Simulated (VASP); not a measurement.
BeOsF:

```
Be Os F
1.0
     3.47555    0.00000    0.00000
    -1.73778    3.00991    0.00000
     0.00000    0.00000    3.48423
Be Os F
1 1 1
Direct
  0.33333 0.66667 0.50000
  0.00000 0.00000 0.50000
  0.66667 0.33333 0.00000
```

The cell was built by a generator and needn't be a form met in nature.

* Program: VASP 6.6.1
* Task: relaxation of cell and atoms
* Functional: PBE
* Potentials or basis: VASP PAW PBE potentials, release 64 (Be, Os, F)
* Cutoff: 600 eV
* k mesh: 9 × 9 × 8
* Occupations: gaussian, width 0.05 eV
* Spin: no spin polarisation

At the start: pressure 20.6 GPa; volume 12.15 Å³/atom.

Question: Where does the relaxation end?

Answer: Over 13 steps the energy falls by 841.5 meV/atom and the volume is 11.74 Å³/atom (-3.4 %); space group P-6m2 (No. 187, to 0.05 Å).

The path:
```
step  energy change (eV)  largest force (eV/Å)  pressure (GPa)  volume (Å³)
   1              0.0000                0.0000           20.60        36.45
   2             -0.6463                0.0000          -10.35        45.07
   3             -0.6708                0.0000           -6.38        43.29
   4             -1.0955                0.0000           -7.93        41.42
   5             -2.4915                0.0000            3.95        34.57
   6             -2.3821                0.0000           -6.01        36.73
   7             -2.5214                0.0000           -1.10        35.41
   8             -2.5245                0.0000           -0.10        35.23
   9             -2.5222                0.0000            0.99        35.03
  10             -2.5208                0.0000           -1.83        35.58
  11             -2.5244                0.0000           -0.26        35.27
  12             -2.5245                0.0000            0.22        35.16
  13             -2.5245                0.0000            0.02        35.21
```

Final structure:
```cif
data_structure
_symmetry_space_group_name_H-M 'P 1'
_symmetry_Int_Tables_number 1
_cell_length_a 4.0600
_cell_length_b 4.0600
_cell_length_c 2.4663
_cell_angle_alpha 90.000
_cell_angle_beta 90.000
_cell_angle_gamma 120.000
_cell_volume 35.21
loop_
_atom_site_label
_atom_site_type_symbol
_atom_site_fract_x
_atom_site_fract_y
_atom_site_fract_z
_atom_site_occupancy
Be1 Be 0.33333 0.66667 0.50000 1
Os1 Os 0.00000 0.00000 0.50000 1
F1 F 0.66667 0.33333 0.00000 1
```

Caveat: an odd number of electrons without spin polarisation forces a metal; a magnetic or distorted state may lie lower.
